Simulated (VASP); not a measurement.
Calculation: PBEsol GGA, VASP's PBE PAW potentials (set 64) (plane waves; VASP). For the first row: Run with 400 eV cut-off, 10×10×8 Γ-centred mesh, tetrahedra with Blöchl corrections, potentials Sr_sv P Pt.

| system | energy (eV/atom) |
|---|---|
| SrPPt (space group P-6m2) | -5.9705 |
| Sr (fcc) | -1.8384 |
| P (black) | -5.7620 |
| Pt (fcc) | -6.9625 |

The references are the elements' solids at the same level; no temperature or zero-point terms are added.    Without a dispersion term in the relaxation, distances and binding between the weakly bound layers, chains or molecules are unreliable, and so is what depends on them. Spin-orbit coupling is left out, which shifts such energies by up to tenths of an eV for the heavy elements here.

### Question
What is the formation energy per atom of SrPPt?

### Answer
The references average (1×(-1.8384) + 1×(-5.7620) + 1×(-6.9625))/3 = -4.8543 eV, so the formation energy is -5.9705 − (-4.8543) = -1.116 eV/atom.
